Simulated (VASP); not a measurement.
# Which face does W expose?, part 5 of 6

Aim: compare the low-index faces of W at one level of theory.

VASP 6.6.1; PBEsol; plane waves and PAW (W).

So far. Step 5 (Potential and states of the slab, 7 atoms, face W(110)): The vacuum level lies 4.91 eV above the Fermi level at the upper face; both faces agree, as the slab has next to no dipole. Step 6 (Surface relaxation, 9 atoms, face W(100)): The run ended after 12 ionic steps, 0.389 eV below its first step, once the forces on the free atoms met EDIFFG = -0.03.

### 7. Potential and states of the slab, 9 atoms, face W(100)

Contents of INCAR:

```
SYSTEM = W
PREC = Normal
ENCUT = 320
EDIFF = 1E-06
NELM = 120
ISMEAR = 1
SIGMA = 0.15
LREAL = .FALSE.
ALGO = Fast
GGA = PS
NBANDS = 36
LORBIT = 11
LWAVE = .FALSE.
LCHARG = .TRUE.
KPAR = 4
IDIPOL = 3
LDIPOL = .TRUE.
DIPOL = 0.5 0.5 0.5
LVHAR = .TRUE.
LVACPOTAV = .TRUE.
NEDOS = 1500
```

Contents of POSCAR:

```
W
1.0
    3.1440747150      0.0000000000      0.0000000000
    0.0000000000      3.1440747150      0.0000000000
    0.0000000000      0.0000000000     27.5762988600
W
9
Direct
    0.0000000000      0.0000000000      0.2779700172
    0.5000000000      0.5000000000      0.3281107101
    0.0000000000      0.0000000000      0.3865964866
    0.5000000000      0.5000000000      0.4430887889
    0.0000000000      0.0000000000      0.5000000000
    0.5000000000      0.5000000000      0.5569112111
    0.0000000000      0.0000000000      0.6134035134
    0.5000000000      0.5000000000      0.6718892899
    0.0000000000      0.0000000000      0.7220299828
```

Contents of KPOINTS:

```
Automatic mesh
0
Gamma
10 10 1
0 0 0
```

Potentials, in the order of the species: W (PBE family, release 64).

On the command line:

```
mpirun -np 4 vasp_std
```

The program printed:

```text
[... set-up lines as in an earlier step ...]
 entering main loop
       N       E                     dE             d eps       ncg     rms          rms(c)
DAV:   1     0.183245958640E+03    0.18325E+03   -0.16819E+04  1512   0.845E+02
DAV:   2    -0.101088847834E+03   -0.28433E+03   -0.26995E+03  2028   0.237E+02
DAV:   3    -0.125867896500E+03   -0.24779E+02   -0.23834E+02  1976   0.653E+01
DAV:   4    -0.127648598632E+03   -0.17807E+01   -0.17428E+01  2484   0.151E+01
DAV:   5    -0.127710335849E+03   -0.61737E-01   -0.60964E-01  2320   0.280E+00    0.658E+01
RMM:   6    -0.131582274792E+03   -0.38719E+01   -0.60147E+01  2178   0.202E+01    0.338E+01
RMM:   7    -0.230499125597E+03   -0.98917E+02   -0.28849E+02  2758   0.504E+01    0.250E+01
RMM:   8    -0.123952482742E+03    0.10655E+03   -0.82477E+01  2085   0.305E+01    0.134E+01
RMM:   9    -0.119413367144E+03    0.45391E+01   -0.18017E+01  2056   0.132E+01    0.388E+00
RMM:  10    -0.119584833716E+03   -0.17147E+00   -0.21212E+00  2097   0.550E+00    0.409E+00
RMM:  11    -0.119638418140E+03   -0.53584E-01   -0.55940E-01  2408   0.203E+00    0.340E+00
RMM:  12    -0.119555903839E+03    0.82514E-01   -0.16526E-01  2275   0.102E+00    0.233E+00
RMM:  13    -0.119540404261E+03    0.15500E-01   -0.65687E-02  2059   0.792E-01    0.132E+00
RMM:  14    -0.119523330006E+03    0.17074E-01   -0.16117E-01  2305   0.104E+00    0.346E-01
RMM:  15    -0.119521826353E+03    0.15037E-02   -0.13664E-02  2116   0.427E-01    0.327E-01
RMM:  16    -0.119521776323E+03    0.50030E-04   -0.37873E-03  2360   0.175E-01    0.240E-01
RMM:  17    -0.119521238014E+03    0.53831E-03   -0.24890E-03  2093   0.147E-01    0.993E-02
RMM:  18    -0.119521443891E+03   -0.20588E-03   -0.19154E-03  2279   0.104E-01    0.794E-02
RMM:  19    -0.119521462719E+03   -0.18828E-04   -0.30292E-04  1877   0.670E-02    0.491E-02
RMM:  20    -0.119521462890E+03   -0.17147E-06   -0.28006E-04  2191   0.515E-02    0.167E-02
RMM:  21    -0.119521472159E+03   -0.92686E-05   -0.80748E-05  2398   0.234E-02    0.143E-02
RMM:  22    -0.119521482334E+03   -0.10176E-04   -0.21401E-05  1959   0.171E-02    0.165E-02
RMM:  23    -0.119521482332E+03    0.28176E-08   -0.16702E-05  1910   0.127E-02    0.643E-03
RMM:  24    -0.119521486525E+03   -0.41935E-05   -0.60248E-06  1562   0.730E-03    0.570E-03
RMM:  25    -0.119521499196E+03   -0.12671E-04   -0.25479E-06  1292   0.560E-03    0.388E-03
RMM:  26    -0.119521511944E+03   -0.12748E-04   -0.74560E-06  1650   0.655E-03    0.407E-03
RMM:  27    -0.119521520537E+03   -0.85932E-05   -0.19471E-06  1217   0.528E-03    0.308E-03
RMM:  28    -0.119521527878E+03   -0.73407E-05   -0.81773E-07  1116   0.355E-03    0.167E-03
RMM:  29    -0.119521530470E+03   -0.25918E-05   -0.68867E-07  1038   0.261E-03    0.151E-03
RMM:  30    -0.119521531139E+03   -0.66959E-06   -0.23950E-07   978   0.232E-03
 [... a notice as in an earlier step ...]

   1 F= -.11952153E+03 E0= -.11952240E+03  d E =0.260297E-02
```

Wall time 42 s (4 MPI ranks of AMD EPYC 7R43, shared host); peak memory 0.72 GiB.

OUTCAR, selected parts (step 7):

```text
   NELECT =      54.0000    total number of electrons

 E-fermi :   1.9327

 k-point     1 :       0.0000    0.0000    0.0000
  band No.  band energies     occupation
    ...
     26       1.5889      2.00557
     27       1.7255      2.06487
     28       1.7342      2.06829
     29       1.8891      1.46974
     30       1.8891      1.46974
     31       2.3293     -0.00119
     32       2.4337     -0.00002
     33       2.6499     -0.00000
     34       2.6499     -0.00000
     35       3.4955     -0.00000
    ...

  Total       -4.3109488     -4.3109488     -0.6183965      0.0000000      0.0000000      0.0000000
  in kB      -25.3373828    -25.3373828     -3.6345940      0.0000000      0.0000000      0.0000000
  external PRESSURE =     -18.1031199 kB  Pullay stress =       0.0000000 kB

 POSITION                                       TOTAL-FORCE (eV/Angst)
 -----------------------------------------------------------------------------------
      0.00000      0.00000      7.66538         0.000000      0.000000      0.010396
      1.57204      1.57204      9.04808        -0.000000     -0.000000     -0.005602
      0.00000      0.00000     10.66090        -0.000000     -0.000000      0.001747
      1.57204      1.57204     12.21875        -0.000000      0.000000      0.001154
      0.00000      0.00000     13.78815         0.000000      0.000000      0.000000
      1.57204      1.57204     15.35755         0.000000      0.000000     -0.001154
      0.00000      0.00000     16.91540         0.000000     -0.000000     -0.001747
      1.57204      1.57204     18.52822         0.000000     -0.000000      0.005602
      0.00000      0.00000     19.91091        -0.000000      0.000000     -0.010396
 -----------------------------------------------------------------------------------
    total drift:                               -0.000000      0.000000      0.000000

  FREE ENERGIE OF THE ION-ELECTRON SYSTEM (eV)
  ---------------------------------------------------
  free  energy   TOTEN  =      -119.5215311395 eV

  energy  without entropy=     -119.5241341124  energy(sigma->0) =     -119.52239880

 vacuum level on the upper side and lower side of the slab         6.215         6.215

[... 8 parts as in an earlier step ...]

[... 10 further parts left out ...]
```

This step gave:

```
electronic cycles                          : 30
vacuum levels                              : 6.215, 6.215 eV
work functions of the upper and lower face : 4.282, 4.282 eV
```

The planar average of the electrostatic potential oscillates, so the rows of the table below give means over windows of 1.53 Å about each position, cut where the curve ends. Its maxima inside the range that stand out by 2 % of the span (Å: eV): 9.8: -6.87, 11.5: -7.25, 13.0: -7.22, 14.6: -7.22, 16.1: -7.25, 17.7: -6.87. Its minima: 8.9: -8.74, 10.7: -8.39, 12.3: -8.37, 13.8: -8.52, 15.3: -8.37, 16.9: -8.39, 18.7: -8.74.

Zero at the Fermi level. Table of planar average of the electrostatic potential by height; means over each step:

height (Å), planar average of the electrostatic potential (eV) and a bar from the least value:
```
     0.77       4.29 ##############################
     2.29       4.29 ##############################
     3.82       4.27 ##############################
     5.35       3.90 #############################
     6.88      -2.39 ##############
     8.41      -8.59 
     9.95      -7.55 ##
    11.47      -7.77 ##
    13.00      -7.77 ##
    14.53      -7.77 ##
    16.06      -7.77 ##
    17.59      -7.55 ##
    19.12      -8.60 
    20.65      -2.65 ##############
    22.18       3.87 #############################
    23.71       4.27 ##############################
    25.24       4.29 ##############################
    26.77       4.29 ##############################
```

Density of states in the PAW spheres, an atom over height of the layer and energy from the Fermi level.

Ten even steps from '0' (0.03 states/eV) to '9' (1.88 states/eV), each cell a mean:
```
412121214
912111219
932212239
422212224
222323222
445555544
556787655
565565565
686565686
487878784
245555542
343222343
564333465
244444442
145444541
133333331
123333321
012222210
000000000
000000000
000000000
000000000
```
Columns: height of the layer (Å) from 7.7 to 19.9 (not evenly spaced); rows upwards: energy from the Fermi level (eV) from -7.9 to 0.5.

Valence density in the ca plane at fractional y = 0.000, with atoms of W within 0.2 Å of it. It is the smooth field of the valence electrons, not physical close to the nuclei.

Values in e/Å³, 5 rows by 16 columns, each cell a mean:
```
0.33 0.55 0.53 0.30 0.51 0.56 0.30 0.47 0.60 0.34 0.48 0.65 0.14 0.01 0.00 0.00
0.30 0.34 0.35 0.29 0.34 0.34 0.29 0.34 0.34 0.30 0.37 0.31 0.08 0.01 0.00 0.00
0.27 0.28 0.29 0.28 0.29 0.28 0.28 0.29 0.28 0.27 0.31 0.23 0.07 0.01 0.00 0.00
0.31 0.40 0.40 0.30 0.39 0.40 0.30 0.38 0.41 0.31 0.42 0.40 0.10 0.01 0.00 0.00
0.34 0.59 0.55 0.29 0.53 0.61 0.30 0.47 0.66 0.34 0.47 0.75 0.15 0.01 0.00 0.00
```
Columns run along c (16.0 Å, from fractional 0.32 to 0.90 of the cell), rows up along a (3.1 Å). Atoms in or near the plane, at fractional coordinates: W at (0.39, 0.00), W at (0.50, 0.00), W at (0.61, 0.00), W at (0.72, 0.00).

The map of layer states is cut here 0.5 eV above the Fermi level, so it leaves out the states above that.

The vacuum level lies 4.28 eV above the Fermi level at the upper face; both faces agree, as the slab has next to no dipole.

The program found no field-free point at its default tolerance, but its printed level agrees with the flat part of the planar average.

On this mesh the fine structure of the density of states is sampling noise, and high empty states may be cut by the number of bands.

### 8. Surface relaxation, 11 atoms, face W(111)

System of this step: W(111). The cell holds 11 atoms: 11 W. Cell: a = 4.446 Å, b = 4.446 Å, c = 24.076 Å, α = 90.0°, β = 90.0°, γ = 60.0°. It derives from W. 11 layers of bcc W, cut at this functional's lattice. Vacuum lies along c.

Contents of INCAR:

```
SYSTEM = W
PREC = Normal
ENCUT = 320
EDIFF = 1E-05
NELM = 120
ISMEAR = 1
SIGMA = 0.15
LREAL = .FALSE.
ALGO = Fast
GGA = PS
NBANDS = 44
LORBIT = 11
LWAVE = .FALSE.
LCHARG = .FALSE.
KPAR = 4
IBRION = 2
NSW = 40
ISIF = 2
EDIFFG = -0.03
POTIM = 0.4
MAXMIX = 40
```

Contents of POSCAR:

```
W
1.0
    4.4463931031      0.0000000000      0.0000000000
    2.2231965515      3.8506893825      0.0000000000
    0.0000000000      0.0000000000     24.0761619153
W
11
Direct
    0.6666666700      0.6666666700      0.3115114500
    0.0000000000      0.0000000000      0.3492091600
    0.3333333300      0.3333333300      0.3869068700
    0.6666666700      0.6666666700      0.4246045800
    0.0000000000      0.0000000000      0.4623022900
    0.3333333300      0.3333333300      0.5000000000
    0.6666666700      0.6666666700      0.5376977100
    0.0000000000      0.0000000000      0.5753954200
    0.3333333300      0.3333333300      0.6130931300
    0.6666666700      0.6666666700      0.6507908400
    0.0000000000      0.0000000000      0.6884885500
```

Contents of KPOINTS:

```
Automatic mesh
0
Gamma
9 9 1
0 0 0
```

On the command line:

```
mpirun -np 4 vasp_std
```

The program printed:

```text
[banner, memory and clock lines left out]
running    4 mpi-ranks, on    1 nodes
[...]
[... a notice as in an earlier step ...]

 LDA part: xc-table for (Slater+PW92), standard interpolation
 POSCAR, INCAR and KPOINTS ok, starting setup
[...]
entering main loop
       N       E                     dE             d eps       ncg     rms          rms(c)
DAV:   1     0.236622292091E+03    0.23662E+03   -0.19650E+04  1056   0.827E+02
DAV:   2    -0.115717624025E+03   -0.35234E+03   -0.32976E+03  1440   0.219E+02
DAV:   3    -0.151033796115E+03   -0.35316E+02   -0.33756E+02  1292   0.683E+01
DAV:   4    -0.153970273233E+03   -0.29365E+01   -0.28894E+01  1768   0.164E+01
[...]
RMM:  26    -0.143228678662E+03   -0.13566E-04   -0.31610E-06   594   0.589E-03    0.479E-03
RMM:  27    -0.143228715745E+03   -0.37083E-04   -0.47674E-06   657   0.757E-03    0.521E-03
RMM:  28    -0.143228720983E+03   -0.52384E-05   -0.12522E-06   543   0.515E-03
   1 F= -.14322872E+03 E0= -.14323061E+03  d E =-.143229E+03
[... from here on, the cycles between the ionic steps are left out ...]
   2 F= -.14392701E+03 E0= -.14392093E+03  d E =-.698292E+00
   3 F= -.14412400E+03 E0= -.14412014E+03  d E =-.895279E+00
   4 F= -.14412979E+03 E0= -.14412541E+03  d E =-.901071E+00
   5 F= -.14428684E+03 E0= -.14428633E+03  d E =-.157046E+00
   6 F= -.14433796E+03 E0= -.14434028E+03  d E =-.208171E+00
   7 F= -.14433825E+03 E0= -.14434055E+03  d E =-.208454E+00
   8 F= -.14435376E+03 E0= -.14435605E+03  d E =-.155151E-01
   9 F= -.14435378E+03 E0= -.14435607E+03  d E =-.155359E-01
  10 F= -.14436035E+03 E0= -.14436255E+03  d E =-.656389E-02
  11 F= -.14436500E+03 E0= -.14436708E+03  d E =-.112219E-01
  12 F= -.14436523E+03 E0= -.14436727E+03  d E =-.114498E-01
  13 F= -.14436532E+03 E0= -.14436730E+03  d E =-.900524E-04
  14 F= -.14436540E+03 E0= -.14436740E+03  d E =-.166668E-03
[...]
reached required accuracy - stopping structural energy minimisation
```

Run time: 3.5 min. Hardware: 4 MPI ranks; peak memory 0.93 GiB.

OUTCAR, selected parts (step 8):

```text
  Total       -4.5971680     -4.5971680     -0.5812656      0.0000000      0.0000000     -0.0000000
  in kB      -17.8676468    -17.8676468     -2.2591840      0.0000000      0.0000000     -0.0000000
  external PRESSURE =     -12.6648259 kB  Pullay stress =       0.0000000 kB

 POSITION                                       TOTAL-FORCE (eV/Angst)
 -----------------------------------------------------------------------------------
      4.44639      2.56713      7.78642        -0.000000      0.000000     -0.002353
      0.00000      0.00000      8.49318        -0.000000     -0.000000     -0.009886
      2.22320      1.28356      9.16919        -0.000000      0.000000      0.016835
      4.44639      2.56713     10.23928         0.000000      0.000000     -0.014277
      0.00000      0.00000     11.10352         0.000000      0.000000     -0.003849
      2.22320      1.28356     12.03808        -0.000000      0.000000     -0.000000
      4.44639      2.56713     12.97264        -0.000000     -0.000000      0.003849
      2.22320      3.85069     13.83688        -0.000000     -0.000000      0.014277
      2.22320      1.28356     14.90697         0.000000      0.000000     -0.016835
      4.44639      2.56713     15.58298         0.000000      0.000000      0.009886
      0.00000      0.00000     16.28975         0.000000      0.000000      0.002353
 -----------------------------------------------------------------------------------
    total drift:                               -0.000003     -0.000002      0.000060

  FREE ENERGIE OF THE ION-ELECTRON SYSTEM (eV)
  ---------------------------------------------------
  free  energy   TOTEN  =      -144.3653985086 eV

  energy  without entropy=     -144.3713959632  energy(sigma->0) =     -144.36739766

[... 1 part as in an earlier step ...]

[... 3 further parts left out ...]
[key lines of the parts left out:]
E-fermi :   0.6904
```

The run keeps the 12 symmetry operations of its start, so it cannot find a distortion of lower symmetry.

[end of part 5 of 6]

[Lines on the potential files, build, host, timing and source positions are cut from VASP's logs without a mark.]

[Logs are printed without paths, hosts, clocks, repeated set-up lines and the standing remarks that a program may print on its own settings, such as how far it seeks lower states.]

[Hosts, paths, dates, database ids (printed as entryN), source tags and the programs' standing remarks are cut or masked in the printed files.]

[Runs that stopped without an error message from VASP are left out.]
